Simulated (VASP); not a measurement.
These are PBEsol GGA, VASP's PBE PAW potentials (set 64) (plane waves; VASP) values and carry that method's errors.

VASP input:

### POSCAR
```
Al3GaN4
1
    1.5643727589    -2.7095726412    -0.0000000000
    1.5643727589     2.7095726412     0.0000000000
    0.0000000000    -0.0000000000    10.0810998480
Ga Al N
1 3 4
Direct
  0.6666670000   0.3333330000   0.2512572523
  0.3333330000   0.6666670000   0.9970561793
  0.6666670000   0.3333330000   0.7504206203
  0.3333330000   0.6666670000   0.5032671323
  0.6666670000   0.3333330000   0.4458365643
  0.3333330000   0.6666670000   0.1854831455
  0.6666670000   0.3333330000   0.9388653447
  0.3333330000   0.6666670000   0.6918137612
```

### INCAR
```
! general
SYSTEM   =  Al3GaN4
PREC     =  Accurate
ENCUT    =  520
LREAL    =  .FALSE.
LASPH    =  .TRUE.

! electronic loop
EDIFF    =  1E-6
NELM     =  100
ALGO     =  Normal
LMAXMIX  =  4

! smearing
ISMEAR   =  0
SIGMA    =  0.05

! functional
GGA      =  PS

! ions
IBRION   =  2
NSW      =  60
ISIF     =  3
EDIFFG   =  -0.02

! output
LWAVE    =  .FALSE.
LCHARG   =  .FALSE.
```

### KPOINTS
```
Automatic mesh
0
Gamma
7 7 2
0 0 0
```

POTCAR, in this order: Ga_d Al N (PBE.64 set). Program: vasp_std.

The resulting files:

**OUTCAR**
```
 ion  position               nearest neighbor table
   1  0.667  0.333  0.251-   6 1.92   6 1.92   6 1.92   5 1.96   4 3.12   4 3.12   4 3.12   2 3.14
                             2 3.14   2 3.14
   2  0.333  0.667  0.997-   7 1.90   7 1.90   7 1.90   6 1.90   3 3.07   3 3.07   3 3.07   1 3.14
                             1 3.14   1 3.14
   3  0.667  0.333  0.750-   7 1.90   8 1.90   8 1.90   8 1.90   2 3.07   2 3.07   2 3.07   4 3.08
                             4 3.08   4 3.08
   4  0.333  0.667  0.503-   5 1.90   5 1.90   5 1.90   8 1.90   3 3.08   3 3.08   3 3.08   1 3.12
                             1 3.12   1 3.12
   5  0.667  0.333  0.446-   4 1.90   4 1.90   4 1.90   1 1.96
   6  0.333  0.667  0.185-   2 1.90   1 1.92   1 1.92   1 1.92
   7  0.667  0.333  0.939-   2 1.90   2 1.90   2 1.90   3 1.90
   8  0.333  0.667  0.692-   3 1.90   3 1.90   3 1.90   4 1.90
  LATTYP: Found a hexagonal cell.
 ALAT       =     3.1287451201
 C/A-ratio  =     3.2220904743
 Subroutine PRICEL returns:
 Original cell was already a primitive cell.
 Subroutine GETGRP returns: Found  6 space group operations
The static configuration has the point symmetry C_3v.
The dynamic configuration has the point symmetry C_3v.
 Subroutine INISYM returns: Found  6 space group operations
 Subroutine IBZKPT returns following result:
 Found     16 irreducible k-points:

 Following reciprocal coordinates:
            Coordinates               Weight
  0.000000  0.000000  0.000000      1.000000
  0.142857 -0.000000  0.000000      6.000000
  0.285714 -0.000000  0.000000      6.000000
  0.428571  0.000000  0.000000      6.000000
  0.142857  0.142857  0.000000      6.000000
  0.285714  0.142857  0.000000     12.000000
  0.428571  0.142857  0.000000      6.000000
  0.285714  0.285714  0.000000      6.000000
  0.000000  0.000000  0.500000      1.000000
  0.142857 -0.000000  0.500000      6.000000
  0.285714 -0.000000  0.500000      6.000000
  0.428571  0.000000  0.500000      6.000000
  0.142857  0.142857  0.500000      6.000000
...
```

### OSZICAR
```
       N       E                     dE             d eps       ncg     rms          rms(c)
DAV:   1     0.361540575991E+03    0.36154E+03   -0.19867E+04   842   0.201E+03
DAV:   2    -0.187139694277E+02   -0.38025E+03   -0.36817E+03  1016   0.486E+02
DAV:   3    -0.665287799177E+02   -0.47815E+02   -0.47196E+02   964   0.150E+02
DAV:   4    -0.686094417196E+02   -0.20807E+01   -0.20725E+01  1158   0.338E+01
DAV:   5    -0.686504617227E+02   -0.41020E-01   -0.40971E-01  1078   0.435E+00    0.161E+01
DAV:   6    -0.601110591156E+02    0.85394E+01   -0.36505E+01  1228   0.562E+01    0.554E+00
DAV:   7    -0.601405958784E+02   -0.29537E-01   -0.21279E+00   976   0.102E+01    0.395E+00
DAV:   8    -0.600745885249E+02    0.66007E-01   -0.31231E-01  1176   0.677E+00    0.706E-01
DAV:   9    -0.600597863070E+02    0.14802E-01   -0.81915E-02  1296   0.452E+00    0.387E-01
DAV:  10    -0.600599137342E+02   -0.12743E-03   -0.85018E-03  1118   0.705E-01    0.188E-01
DAV:  11    -0.600601018160E+02   -0.18808E-03   -0.63805E-04  1104   0.290E-01    0.822E-02
DAV:  12    -0.600601013604E+02    0.45560E-06   -0.23406E-04  1348   0.203E-01    0.222E-02
DAV:  13    -0.600601069399E+02   -0.55795E-05   -0.72536E-05  1002   0.625E-02    0.180E-02
DAV:  14    -0.600601055368E+02    0.14032E-05   -0.52823E-06  1052   0.226E-02    0.121E-02
DAV:  15    -0.600601049633E+02    0.57347E-06   -0.41103E-06   890   0.164E-02
   1 F= -.60060105E+02 E0= -.60060105E+02  d E =-.600601E+02
       N       E                     dE             d eps       ncg     rms          rms(c)
DAV:   1    -0.600604346957E+02   -0.32916E-03   -0.16978E-02  1006   0.177E+00    0.118E-01
DAV:   2    -0.600602159117E+02    0.21878E-03   -0.16561E-03  1274   0.725E-01    0.483E-02
DAV:   3    -0.600601640461E+02    0.51866E-04   -0.12721E-04  1216   0.259E-01    0.162E-02
DAV:   4    -0.600601575465E+02    0.64996E-05   -0.53744E-05  1288   0.607E-02    0.690E-03
DAV:   5    -0.600601566158E+02    0.93074E-06   -0.38150E-06   786   0.129E-02
   2 F= -.60060157E+02 E0= -.60060157E+02  d E =-.516525E-04
```

### OUTCAR
```
------------------------ aborting loop because EDIFF is reached ----------------------------------------
  FORCE on cell =-STRESS in cart. coord.  units (eV):
  Direction    XX          YY          ZZ          XY          YZ          ZX
  --------------------------------------------------------------------------------------
  Total       -0.0703863     -0.0703863     -0.1387523     -0.0000000      0.0000000      0.0000000
  in kB       -1.3178103     -1.3178098     -2.5977946     -0.0000000      0.0000000      0.0000000
  external PRESSURE =      -1.7444716 kB  Pullay stress =       0.0000000 kB
  volume of cell :       85.57
      direct lattice vectors                 reciprocal lattice vectors
     1.565038916 -2.710726459  0.000000000     0.319480874 -0.184452400 -0.000000000
     1.565038916  2.710726459  0.000000000     0.319480874  0.184452400  0.000000000
     0.000000000 -0.000000000 10.085678846     0.000000000  0.000000000  0.099150490
 POSITION                                       TOTAL-FORCE (eV/Angst)
 -----------------------------------------------------------------------------------
      1.56504     -0.90358      2.53318         0.000000      0.000000      0.003950
      1.56504      0.90358     10.05510         0.000000     -0.000000     -0.004258
      1.56504     -0.90358      7.56745         0.000000     -0.000000      0.006246
      1.56504      0.90358      5.07649         0.000000     -0.000000      0.004011
      1.56504     -0.90358      4.49735         0.000000     -0.000000      0.008423
      1.56504      0.90358      1.87114        -0.000000      0.000000     -0.010372
      1.56504     -0.90358      9.46903         0.000000     -0.000000     -0.010953
      1.56504      0.90358      6.97843        -0.000000     -0.000000      0.002953
 -----------------------------------------------------------------------------------
    total drift:                               -0.000000      0.000898     -0.000191
  FREE ENERGIE OF THE ION-ELECTRON SYSTEM (eV)
  ---------------------------------------------------
  free  energy   TOTEN  =       -60.0601566158 eV

  energy  without entropy=      -60.0601566158  energy(sigma->0) =      -60.06015662

 reached required accuracy - stopping structural energy minimisation
```
(Selected blocks of OUTCAR.)

File CONTCAR:
```
Al3GaN4
   1.00000000000000
     1.5650389161565086   -2.7107264588274904    0.0000000000000000
     1.5650389161565086    2.7107264588274904    0.0000000000000000
     0.0000000000000000   -0.0000000000000000   10.0856788464809988
  Ga              Al              N
     1     3     4
Direct
     0.6666669999999968    0.3333330000000032    0.2511663982396828
     0.3333330000000032    0.6666669999999968    0.9969681501484080
     0.6666669999999968    0.3333330000000032    0.7503160330896033
     0.3333330000000032    0.6666669999999968    0.5033365367326319
     0.6666669999999968    0.3333330000000032    0.4459144591953313
     0.3333330000000032    0.6666669999999968    0.1855243446718011
     0.6666669999999968    0.3333330000000032    0.9388589401853219
     0.3333330000000032    0.6666669999999968    0.6919151376372279
```

OUTCAR:
```
 val. band max:        5.9639481886   @ k =   0.0000   0.0000   0.0000

 cond. band min:       9.2588892120   @ k =   0.0000   0.0000   0.0000


 Fermi energy:         6.2026111489

 k-point     1 :       0.0000    0.0000    0.0000
  band No.  band energies     occupation
      1      -9.5985      2.00000
      2      -8.9509      2.00000
      3      -8.6057      2.00000
      4      -7.7772      2.00000
      5      -7.0788      2.00000
      6      -7.0788      2.00000
      7      -6.7907      2.00000
      8      -6.7907      2.00000
      9      -6.3135      2.00000
     10      -0.5293      2.00000
     11       2.0727      2.00000
     12       2.6107      2.00000
     13       4.8177      2.00000
     14       4.8177      2.00000
     15       5.1134      2.00000
     16       5.1134      2.00000
     17       5.2863      2.00000
     18       5.2863      2.00000
     19       5.8048      2.00000
     20       5.9639      2.00000
     21       5.9639      2.00000
     22       9.2589      0.00000
     23      11.2901      0.00000
     24      11.8180      0.00000
     25      12.0722      0.00000
     26      15.2104      0.00000

 k-point     2 :       0.1429   -0.0000    0.0000
  band No.  band energies     occupation
      1      -9.3688      2.00000
      2      -8.7853      2.00000
      3      -8.3975      2.00000
      4      -7.6460      2.00000
      5      -7.0391      2.00000
      6      -7.0337      2.00000
      7      -6.8232      2.00000
      8      -6.7914      2.00000
      9      -6.1839      2.00000
     10      -0.2248      2.00000
     11       2.0099      2.00000
     12       2.4834      2.00000
     13       3.7220      2.00000
     14       4.4118      2.00000
     15       4.4757      2.00000
     16       4.5217      2.00000
     17       4.8368      2.00000
     18       4.9200      2.00000
     19       5.1176      2.00000
     20       5.6741      2.00000
     21       5.7488      2.00000
     22      10.3174      0.00000
...
```

The structure was generated: Al3GaN4 was put into an ordered model structure (P3m1), which need not be its known phase. This run relaxes it. Symmetry was kept, so distortions that lower it aren't found. The start is the result of an earlier pass.
